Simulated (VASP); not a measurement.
# A vacancy on the C site in a supercell of ZrC, part 4 of 4

How easily does a vacancy on the C site form in ZrC? The host is relaxed first, then a supercell is run with and without the defect. The start is a cell from a database of measured crystal structures.

VASP 6.6.1, plane waves and PAW; the level of theory is named at each step.

So far. Step 6 (Reference Zr): The run ended after 6 ionic steps, 0.058 eV below its first step, once forces and stress met EDIFFG = -0.02. Step 6 (Reference Zr): Energy at zero smearing: -18.58783 eV.

The database entry behind the starting cell differs from later determinations by our own check (an axis about 0.7 % long against later determinations), so it need not match the best structure at ambient conditions.

## Step 7: The defect cell

This step: LDA; plane waves and PAW (Zr_sv, C) (VASP 6.6.1).

System of this step: Zr12C11. The cell holds 23 atoms: 12 Zr and 11 C. Cell: a = 6.571 Å, b = 6.571 Å, c = 9.856 Å, α = 60.0°, β = 60.0°, γ = 60.0°. It derives from ZrC. Nearest the centre at fractional (0.000, 0.000, 0.000): Zr3 at 2.32 Å, Zr10 at 2.32 Å, Zr9 at 2.32 Å, Zr6 at 2.32 Å, Zr7 at 2.32 Å, Zr4 at 2.32 Å, C13 at 3.29 Å, C14 at 3.29 Å.

The host is treated as a metal, since its gap is under 0.3 eV or closed. The run keeps 4 symmetry operations, which cuts the number of k-points but bars distortions that break them. The atoms relax at the host's fixed cell.

Input file INCAR:

```
SYSTEM = Zr12C11
PREC = Normal
ENCUT = 400
EDIFF = 1E-05
NELM = 120
ISMEAR = 1
SIGMA = 0.2
LREAL = Auto
ALGO = Fast
GGA = CA
NBANDS = 117
LASPH = .TRUE.
LORBIT = 11
LWAVE = .FALSE.
LCHARG = .TRUE.
KPAR = 4
IBRION = 2
NSW = 50
ISIF = 2
EDIFFG = -0.03
POTIM = 0.4
MAXMIX = 40
ISYM = 2
```

Input file POSCAR:

```
Zr12C11
1.0
    0.0000000000      4.6463737464      4.6463737464
    4.6463737464      0.0000000000      4.6463737464
    6.9695606196      6.9695606196      0.0000000000
Zr C
12 11
Direct
    0.2500000000      0.2500000000      0.1666666700
    0.2500000000      0.2500000000      0.5000000000
    0.2500000000      0.2500000000      0.8333333300
    0.2500000000      0.7500000000      0.1666666700
    0.2500000000      0.7500000000      0.5000000000
    0.2500000000      0.7500000000      0.8333333300
    0.7500000000      0.2500000000      0.1666666700
    0.7500000000      0.2500000000      0.5000000000
    0.7500000000      0.2500000000      0.8333333300
    0.7500000000      0.7500000000      0.1666666700
    0.7500000000      0.7500000000      0.5000000000
    0.7500000000      0.7500000000      0.8333333300
    0.0000000000      0.0000000000      0.3333333300
    0.0000000000      0.0000000000      0.6666666700
    0.0000000000      0.5000000000      0.0000000000
    0.0000000000      0.5000000000      0.3333333300
    0.0000000000      0.5000000000      0.6666666700
    0.5000000000      0.0000000000      0.0000000000
    0.5000000000      0.0000000000      0.3333333300
    0.5000000000      0.0000000000      0.6666666700
    0.5000000000      0.5000000000      0.0000000000
    0.5000000000      0.5000000000      0.3333333300
    0.5000000000      0.5000000000      0.6666666700
```

Input file KPOINTS:

```
Automatic mesh
0
Gamma
4 4 3
0 0 0
```

Potentials, in the order of the species: Zr_sv and C (LDA family, release 64).

On the command line:

```bash
$ mpirun -np 4 vasp_std
```

Log:

```text
[banner, memory and clock lines left out]
running    4 mpi-ranks, on    1 nodes
 distrk:  each k-point on    1 cores,    4 groups
 distr:  one band on    1 cores,    1 groups

 POSCAR found type information on POSCAR ZrC
 POSCAR found :  2 types and      23 ions
 LDA part: xc-table for (Slater(with rela. corr.)+CA(PZ))
 , standard interpolation
 [... a notice as in an earlier step ...]

 POSCAR, INCAR and KPOINTS ok, starting setup
 FFT: planning ... GRIDC
 FFT: planning ... GRID_SOFT
 FFT: planning ... GRID
 WAVECAR not read
 entering main loop
       N       E                     dE             d eps       ncg     rms          rms(c)
DAV:   1     0.159557077286E+04    0.15956E+04   -0.85830E+04  4018   0.134E+03
DAV:   2    -0.107146679459E+03   -0.17027E+04   -0.16355E+04  4543   0.432E+02
DAV:   3    -0.272203629502E+03   -0.16506E+03   -0.16278E+03  6068   0.107E+02
DAV:   4    -0.284116386785E+03   -0.11913E+02   -0.11884E+02  5820   0.255E+01
DAV:   5    -0.284911605048E+03   -0.79522E+00   -0.79513E+00  5620   0.563E+00    0.744E+01
RMM:   6    -0.243698249190E+03    0.41213E+02   -0.20833E+02  4408   0.267E+01    0.332E+01
RMM:   7    -0.243054084458E+03    0.64416E+00   -0.21465E+01  4814   0.108E+01    0.163E+01
RMM:   8    -0.243426611110E+03   -0.37253E+00   -0.80444E+00  5614   0.505E+00    0.246E+00
RMM:   9    -0.243476727070E+03   -0.50116E-01   -0.13544E+00  5346   0.223E+00    0.208E+00
RMM:  10    -0.243510984044E+03   -0.34257E-01   -0.45509E-01  6047   0.137E+00    0.890E-01
RMM:  11    -0.243526099191E+03   -0.15115E-01   -0.20736E-01  6364   0.903E-01    0.478E-01
RMM:  12    -0.243528209851E+03   -0.21107E-02   -0.67194E-02  6531   0.545E-01    0.139E-01
RMM:  13    -0.243531082740E+03   -0.28729E-02   -0.32356E-02  6902   0.306E-01    0.951E-02
RMM:  14    -0.243532004551E+03   -0.92181E-03   -0.93910E-03  6989   0.178E-01    0.691E-02
RMM:  15    -0.243532389613E+03   -0.38506E-03   -0.40952E-03  6978   0.122E-01    0.436E-02
RMM:  16    -0.243532550370E+03   -0.16076E-03   -0.16671E-03  6521   0.850E-02    0.405E-02
RMM:  17    -0.243532634871E+03   -0.84501E-04   -0.89102E-04  6387   0.557E-02    0.279E-02
RMM:  18    -0.243532672227E+03   -0.37357E-04   -0.38152E-04  5778   0.381E-02    0.221E-02
RMM:  19    -0.243532692871E+03   -0.20644E-04   -0.20917E-04  4820   0.274E-02    0.236E-02
WARNING in EDDRMM: call to ZHEGV failed, returncode =   8  4     26
RMM:  20    -0.243532698804E+03   -0.59325E-05   -0.98393E-05  4773   0.236E-02
   1 F= -.24353270E+03 E0= -.24353476E+03  d E =-.243533E+03
 curvature:   0.00 expect dE= 0.000E+00 dE for cont linesearch  0.000E+00
 trial: gam= 0.00000 g(F)=  0.829E+00 g(S)=  0.000E+00 ort = 0.000E+00 (trialstep = 0.100E+01)
 search vector abs. value=  0.829E+00
 bond charge predicted
       N       E                     dE             d eps       ncg     rms          rms(c)
DAV:   1    -0.243556507119E+03   -0.23814E-01   -0.14185E+02  4164   0.439E+01    0.299E+00
RMM:   2    -0.244349333403E+03   -0.79283E+00   -0.52527E+00  4530   0.937E+00    0.120E+01
RMM:   3    -0.244001989553E+03    0.34734E+00   -0.95869E-01  4846   0.390E+00    0.322E+00
RMM:   4    -0.244107164585E+03   -0.10518E+00   -0.27948E-01  6061   0.137E+00    0.574E+00
RMM:   5    -0.244356398473E+03   -0.24923E+00   -0.30260E-01  5756   0.202E+00    0.101E+01
RMM:   6    -0.244605934438E+03   -0.24954E+00   -0.22731E-01  5939   0.149E+00    0.128E+01
RMM:   7    -0.244612468444E+03   -0.65340E-02   -0.52010E-02  6838   0.585E-01    0.129E+01
WARNING in EDDRMM: call to ZHEGV failed, returncode =   6  3     41
RMM:   8    -0.244631090567E+03   -0.18622E-01   -0.18611E-02  6961   0.303E-01    0.132E+01
RMM:   9    -0.244509284287E+03    0.12181E+00   -0.19604E-02  5484   0.612E-01    0.119E+01
RMM:  10    -0.244091179878E+03    0.41810E+00   -0.47898E-01  6827   0.277E+00    0.592E+00
RMM:  11    -0.244003670722E+03    0.87509E-01   -0.14661E-01  6694   0.116E+00    0.342E+00
RMM:  12    -0.243996709664E+03    0.69611E-02   -0.26522E-02  5806   0.303E-01    0.306E+00
RMM:  13    -0.243980406489E+03    0.16303E-01   -0.17655E-02  5941   0.419E-01    0.240E+00
RMM:  14    -0.243965040723E+03    0.15366E-01   -0.25204E-02  6472   0.488E-01    0.163E+00
RMM:  15    -0.243961591607E+03    0.34491E-02   -0.98208E-03  6163   0.231E-01    0.136E+00
RMM:  16    -0.243960958508E+03    0.63310E-03   -0.18405E-03  6674   0.982E-02    0.128E+00
RMM:  17    -0.243961286663E+03   -0.32815E-03   -0.53883E-04  6399   0.558E-02    0.134E+00
RMM:  18    -0.243961045670E+03    0.24099E-03   -0.33870E-04  6154   0.366E-02    0.132E+00
RMM:  19    -0.243960468867E+03    0.57680E-03   -0.21000E-04  6102   0.347E-02    0.128E+00
WARNING in EDDRMM: call to ZHEGV failed, returncode =   6  3     56
RMM:  20    -0.243959754812E+03    0.71405E-03   -0.17683E-04  6049   0.381E-02    0.122E+00
RMM:  21    -0.243959508834E+03    0.24598E-03   -0.84517E-05  4541   0.220E-02    0.120E+00
RMM:  22    -0.243958607063E+03    0.90177E-03   -0.23771E-04  5904   0.395E-02    0.109E+00
WARNING in EDDRMM: call to ZHEGV failed, returncode =   6  3     57
RMM:  23    -0.243958130425E+03    0.47664E-03   -0.16148E-04  5348   0.343E-02    0.102E+00
RMM:  24    -0.243956018666E+03    0.21118E-02   -0.12029E-03  6831   0.116E-01    0.722E-01
RMM:  25    -0.243954639619E+03    0.13790E-02   -0.18600E-03  6824   0.133E-01    0.404E-01
RMM:  26    -0.243954324821E+03    0.31480E-03   -0.88766E-04  6399   0.751E-02    0.216E-01
RMM:  27    -0.243954307669E+03    0.17151E-04   -0.16353E-04  4305   0.226E-02    0.182E-01
RMM:  28    -0.243954229035E+03    0.78635E-04   -0.16091E-04  5120   0.326E-02    0.113E-01
RMM:  29    -0.243954207712E+03    0.21322E-04   -0.79765E-05  4169   0.248E-02    0.693E-02
RMM:  30    -0.243954202136E+03    0.55760E-05   -0.37409E-05  3446   0.140E-02
   2 F= -.24395420E+03 E0= -.24395818E+03  d E =-.421503E+00
[...]
3 F= -.24395420E+03 E0= -.24395818E+03  d E =-.421503E+00
[...]
WARNING in EDDRMM: call to ZHEGV failed, returncode =   8  4     47
WARNING in EDDRMM: call to ZHEGV failed, returncode =   6  3     71
[...]
4 F= -.24397066E+03 E0= -.24397462E+03  d E =-.164594E-01
[...]
5 F= -.24397066E+03 E0= -.24397462E+03  d E =-.164610E-01
 curvature:  -0.52 expect dE=-0.712E-03 dE for cont linesearch -0.234E-06
 trial: gam= 0.04571 g(F)=  0.137E-02 g(S)=  0.000E+00 ort =-0.124E-03 (trialstep = 0.999E+00)
 search vector abs. value=  0.143E-02
 bond charge predicted
       N       E                     dE             d eps       ncg     rms          rms(c)
DAV:   1    -0.243970923007E+03   -0.26017E-03   -0.23953E-01  4272   0.186E+00    0.788E-02
RMM:   2    -0.243971753678E+03   -0.83067E-03   -0.57563E-03  4624   0.304E-01    0.234E-01
RMM:   3    -0.243971999799E+03   -0.24612E-03   -0.16912E-03  5721   0.117E-01    0.287E-01
RMM:   4    -0.243971408498E+03    0.59130E-03   -0.70984E-04  4975   0.962E-02    0.968E-02
RMM:   5    -0.243971384762E+03    0.23736E-04   -0.87177E-04  5359   0.863E-02    0.304E-02
RMM:   6    -0.243971378361E+03    0.64009E-05   -0.10597E-04  4907   0.363E-02    0.743E-03
RMM:   7    -0.243971382181E+03   -0.38203E-05   -0.49123E-05  3769   0.168E-02
   6 F= -.24397138E+03 E0= -.24397534E+03  d E =-.719274E-03
 trial-energy change:   -0.000719  1 .order   -0.000717   -0.001364   -0.000070
 step:   1.0537(harm=  1.0537)  dis= 0.00308  next Energy=  -243.971382 (dE=-0.719E-03)
 reached required accuracy - stopping structural energy minimisation
```

Wall time 7.3 min (4 MPI ranks of AMD EPYC 7R43, shared host); peak memory 1.4 GiB.

OUTCAR, selected parts (step 7):

```text
   k-points           NKPTS =     17   k-points in BZ     NKDIM =     17   number of bands    NBANDS=    117

   NELECT =     188.0000    total number of electrons

 E-fermi :   9.7369

 k-point     1 :       0.0000    0.0000    0.0000
  band No.  band energies     occupation
    ...
     88       8.5726      2.00000
     89       8.5868      2.00000
     90       8.9409      2.00000
     91       9.0395      2.00001
     92       9.4417      2.05741
     93       9.9845     -0.07087
     94      10.1266     -0.01882
     95      10.3816     -0.00005
     96      10.4293     -0.00001
     97      10.5466     -0.00000
    ...

  Total       -1.0039517     -1.0039517     -1.7516395     -0.2079146      1.0022566      1.0022565
  in kB       -5.3451478     -5.3451478     -9.3259189     -1.1069597      5.3361228      5.3361227
  external PRESSURE =      -6.6720715 kB  Pullay stress =       0.0000000 kB

 POSITION                                       TOTAL-FORCE (eV/Angst)
 -----------------------------------------------------------------------------------
      2.31433      2.31433      2.33205        -0.010197     -0.010197     -0.005947
      4.66063      4.66063      2.29822         0.004164      0.004164      0.006362
      6.96429      6.96429      2.39121        -0.000506     -0.000506     -0.000625
      4.64877      2.39058      4.64126         0.009545      0.003784     -0.008211
      6.98240      4.63353      4.64637        -0.003178      0.003178      0.000000
      9.22536      6.96716      4.65149        -0.003784     -0.009545      0.008211
      2.39058      4.64877      4.64126         0.003784      0.009545     -0.008211
      4.63353      6.98240      4.64637         0.003178     -0.003178      0.000000
      6.96716      9.22536      4.65149        -0.009545     -0.003784      0.008211
      4.65164      4.65164      6.90154         0.000506      0.000506      0.000625
      6.95530      6.95530      6.99453        -0.004164     -0.004164     -0.006362
      9.30160      9.30160      6.96070         0.010197      0.010197      0.005947
      6.96266      6.96266      9.28297        -0.002277     -0.002277      0.004343
      4.65327      4.65327      0.00978         0.002277      0.002277     -0.004343
      2.32319      0.00000      2.32319         0.000000      0.000000      0.000000
      4.65284      6.95262      6.97920        -0.003218     -0.004386     -0.000737
      6.96309      4.66331      2.31354         0.003218      0.004386      0.000737
      4.64637      2.32319      6.96956         0.000000      0.000000      0.000000
      6.95262      4.65284      6.97920        -0.004386     -0.003218     -0.000737
      4.66331      6.96309      2.31354         0.004386      0.003218      0.000737
      2.32319      2.32319      4.64637         0.000000      0.000000     -0.000000
      4.62570      4.62570      4.67156         0.009652      0.009652     -0.012055
      6.99024      6.99024      4.62119        -0.009652     -0.009652      0.012055
 -----------------------------------------------------------------------------------
    total drift:                                0.000000      0.000000     -0.000000

  FREE ENERGIE OF THE ION-ELECTRON SYSTEM (eV)
  ---------------------------------------------------
  free  energy   TOTEN  =      -243.9713821815 eV

  energy  without entropy=     -243.9832455165  energy(sigma->0) =     -243.97533663

[... 7 parts as in an earlier step ...]

[... 10 further parts left out ...]
```

The run keeps the 4 symmetry operations of its start, so it cannot find a distortion of lower symmetry.

Relaxation path:

| step | energy less that of the first step (eV) | largest force (eV/Å) |
| --- | --- | --- |
| 1 | 0.0000 | 1.7675 |
| 2 | -0.4215 | 0.4283 |
| 3 | -0.4215 | 0.4284 |
| 4 | -0.4380 | 0.0872 |
| 5 | -0.4380 | 0.0868 |
| 6 | -0.4387 | 0.0182 |

The atoms that moved most (Å):

| atom | dx | dy | dz | length |
| --- | --- | --- | --- | --- |
| Zr10 | 0.005 | 0.005 | -0.068 | 0.068 |
| Zr3 | -0.005 | -0.005 | 0.068 | 0.068 |
| Zr7 | 0.067 | 0.002 | -0.005 | 0.068 |
| Zr4 | 0.002 | 0.067 | -0.005 | 0.068 |
| Zr9 | -0.002 | -0.067 | 0.005 | 0.068 |
| Zr6 | -0.067 | -0.002 | 0.005 | 0.068 |
| C22 | -0.021 | -0.021 | 0.025 | 0.039 |
| C23 | 0.021 | 0.021 | -0.025 | 0.039 |

Final coordinates:

```xyz
23
Lattice="0.0000 4.6464 4.6464 4.6464 0.0000 4.6464 6.9696 6.9696 0.0000" Properties=species:S:1:pos:R:3 pbc="T T T"
Zr    2.3143    2.3143    2.3320
Zr    4.6606    4.6606    2.2982
Zr    6.9643    6.9643    2.3912
Zr    4.6488    2.3906    4.6413
Zr    6.9824    4.6335    4.6464
Zr    9.2254    6.9672    4.6515
Zr    2.3906    4.6488    4.6413
Zr    4.6335    6.9824    4.6464
Zr    6.9672    9.2254    4.6515
Zr    4.6516    4.6516    6.9015
Zr    6.9553    6.9553    6.9945
Zr    9.3016    9.3016    6.9607
C     2.3163    2.3163   -0.0098
C     4.6533    4.6533    0.0098
C     2.3232    0.0000    2.3232
C     4.6528    2.3063    2.3328
C     6.9631    4.6633    2.3135
C     0.0000    2.3232    2.3232
C     2.3063    4.6528    2.3328
C     4.6633    6.9631    2.3135
C     2.3232    2.3232    4.6464
C     4.6257    4.6257    4.6716
C     6.9902    6.9902    4.6212
```

Numbers from this step:

```
electronic cycles       : 72
electrons               : 188
free energy (TOTEN)     : -243.9714 eV
energy at zero smearing : -243.9753 eV
Fermi energy            : 9.737 eV
```

Valence density in the ac plane at fractional y = 0.000, through the centre, with atoms of C within 0.45 Å of it. It is the smooth field of the valence electrons, not physical close to the nuclei.

Ten even steps from '0' (0.1 e/Å³) to '9' (1.6 e/Å³), each cell a mean:
```
000000137995100000
000000013564100000
000000000122100000
000000000000000000
000000111000000111
210001233210001233
731001378731001368
983100279973000269
995100138994100137
564200013563100013
122100000121100000
000000000000000000
000000111000000111
210000233210001233
731001268731001368
973100269983100269
994100137995100138
564100013564200013
122100000122100000
000000000000000000
000000111000000000
000001233210000000
000001368731000000
000000269973000000
```
Columns run along a (6.6 Å), rows up along c (9.9 Å). Atoms in or near the plane, at fractional coordinates: C at (0.00, 0.33), C at (0.00, 0.67), C at (0.50, 0.00), C at (0.50, 0.33), C at (0.50, 0.67).

The run ended after 6 ionic steps, 0.439 eV below its first step, once the forces on the free atoms met EDIFFG = -0.03.

The 6 first neighbours (Zr) lie 2.32 Å from the site in the perfect crystal and 2.39 Å on average after the relaxation (+2.9 %).

## Step 8: Formation energies

This step: point defect, LDA; plane waves and PAW (VASP 6.6.1).

No new run; the numbers come from the runs before.

This step gave:

| Quantity | Value |
| --- | --- |
| formation energy of the neutral defect | 1.289 eV |
| host formation enthalpy | -0.9274 eV/atom |

Formation energy:

```csv
formation energy (eV),largest move (Å)
1.289,0.06843
```

E_f is E(defect cell) less E(perfect cell), corrected for the atoms exchanged with their references.

References, in eV an atom: C -10.135 (crystal Fd-3m) and Zr -9.294 (crystal P6_3/mmc). They were run at the supercell's cutoff and functional, without U, and count both elements from their own phases.

## Step 9: Results

| Item | Value |
| --- | --- |
| formation energy at charge 0 | 1.289 eV |
| host formation enthalpy | -0.927 eV/atom |

**Reading.** A vacancy on the C site costs 1.29 eV, with every exchanged atom at the energy of its element. The 6 first neighbours (Zr) lie 2.32 Å from the site in the perfect crystal and 2.39 Å on average after the relaxation (+2.9 %). With metallic smearing the value can move by tenths of an eV with the k mesh. Carbon counts from diamond, not from graphite, the stable form. The supercell of 24 atoms is small, so interactions between images remain.

[Lines on the potential files, build, host, timing and source positions are cut from VASP's logs without a mark.]

[Logs are printed without paths, hosts, clocks, repeated set-up lines and the standing remarks that a program may print on its own settings, such as how far it seeks lower states.]

[Hosts, paths, dates, database ids (printed as entryN), source tags and the programs' standing remarks are cut or masked in the printed files.]

[In band tables of VASP the shares of atoms and orbitals are scaled to a sum of 1 inside the atoms' spheres.]

[Runs that stopped without an error message from VASP are left out.]
